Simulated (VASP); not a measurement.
**K (relaxed from the simple-cubic structure, space group Pm-3m): computed properties**

Method: PBEsol GGA, VASP's PBE PAW potentials (set 64) (plane waves; VASP).

```yaml
space_group: Pm-3m (221)
cell: a = 4.2332 Å, b = 4.2332 Å, c = 4.2332 Å, α = 90.00°, β = 90.00°, γ = 90.00°
volume_per_atom: 75.86 Å³/atom
band gap (over mesh and band path): none (metal, semimetal or under 0.01 eV)
density: 0.86 g/cm³
```

```xyz
1
Lattice="4.2332 0.0000 0.0000 0.0000 4.2332 0.0000 0.0000 0.0000 4.2332" Properties=species:S:1:pos:R:3 pbc="T T T"
K      0.0000     0.0000     0.0000
```

The structure was generated: K was put into the simple-cubic type (Pm-3m), which need not be its known phase. It was relaxed first, which changed the volume by -5 %. Symmetry was kept, so distortions that lower it aren't found.
